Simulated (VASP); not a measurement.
Output of a VASP run:

**OSZICAR**
```
       N       E                     dE             d eps       ncg     rms          rms(c)
DAV:   1     0.750996653301E+02    0.75100E+02   -0.73473E+03  4894   0.191E+03
DAV:   2     0.284717446102E+00   -0.74815E+02   -0.73781E+02  4984   0.308E+02
DAV:   3    -0.251989275415E+01   -0.28046E+01   -0.27967E+01  5710   0.666E+01
DAV:   4    -0.257889834619E+01   -0.59006E-01   -0.58985E-01  6070   0.986E+00
DAV:   5    -0.258149542429E+01   -0.25971E-02   -0.25970E-02  5980   0.171E+00    0.230E+00
DAV:   6    -0.255844934407E+01    0.23046E-01   -0.44681E-02  5666   0.469E+00    0.114E+00
DAV:   7    -0.255395537151E+01    0.44940E-02   -0.14233E-02  5702   0.246E+00    0.258E-01
DAV:   8    -0.255367907589E+01    0.27630E-03   -0.82430E-04  6062   0.573E-01    0.336E-02
DAV:   9    -0.255368450542E+01   -0.54295E-05   -0.13592E-05  6452   0.561E-02    0.128E-02
DAV:  10    -0.255368532852E+01   -0.82310E-06   -0.11187E-06  3544   0.149E-02
   1 F= -.25536853E+01 E0= -.25536904E+01  d E =0.152315E-04
```

File OUTCAR:
```
------------------------ aborting loop because EDIFF is reached ----------------------------------------
  FORCE on cell =-STRESS in cart. coord.  units (eV):
  Direction    XX          YY          ZZ          XY          YZ          ZX
  --------------------------------------------------------------------------------------
  Total        0.2957907      0.2957907      0.3736109      0.0000000      0.0000000      0.0000000
  in kB       18.1281373     18.1281373     22.8975071      0.0000000      0.0000000      0.0000000
  external PRESSURE =      19.7179273 kB  Pullay stress =       0.0000000 kB
  volume of cell :       26.14
      direct lattice vectors                 reciprocal lattice vectors
    -1.625000000  1.625000000  2.475000000     0.000000000  0.307692308  0.202020202
     1.625000000 -1.625000000  2.475000000     0.307692308  0.000000000  0.202020202
     1.625000000  1.625000000 -2.475000000     0.307692308  0.307692308  0.000000000
 POSITION                                       TOTAL-FORCE (eV/Angst)
 -----------------------------------------------------------------------------------
      0.00000      0.00000      0.00000         0.000000     -0.000000      0.000000
 -----------------------------------------------------------------------------------
    total drift:                                0.000000      0.000000      0.000000
  FREE ENERGIE OF THE ION-ELECTRON SYSTEM (eV)
  ---------------------------------------------------
  free  energy   TOTEN  =        -2.5536853285 eV

  energy  without entropy=       -2.5537005600  energy(sigma->0) =       -2.55369041
```
(Selected blocks of OUTCAR.)

**POSCAR**
```
In
1
   -1.6250000000     1.6250000000     2.4750000000
    1.6250000000    -1.6250000000     2.4750000000
    1.6250000000     1.6250000000    -2.4750000000
In
1
Direct
  0.0000000000   0.0000000000   0.0000000000
```

Q: Reconstruct the remaining input files.

A: Several could match; the one computed here: the input of the run itself, PBE GGA, plane waves, VASP's PBE PAW potentials (set 64).

**KPOINTS**
```
Automatic mesh
0
Gamma
14 14 14
0 0 0
```

**INCAR**
```
ISIF=2
PREC=Accurate
ENCUT=650   ! plane-wave cut-off (eV)
LREAL=F   ! projection in real space or not
SIGMA=0.1   ! width (eV)
EDIFF=1E-6   ! SCF stop (eV)
ISMEAR=1   ! Methfessel-Paxton
ALGO=Normal
LASPH=T   ! aspherical one-centre terms
SYSTEM=In
GGA=PE   ! PBE
LCHARG=F
LMAXMIX=4   ! l cut-off of mixed one-centre charges
NELM=100
LWAVE=F
```

POTCAR, in this order: In_d (PBE.64 set). Program: vasp_std.

The compound is In in the bct structure. The cell was not relaxed at this level. The run is one of a series of settings (ENCUT = 650 against the base run), some of them coarse on purpose.
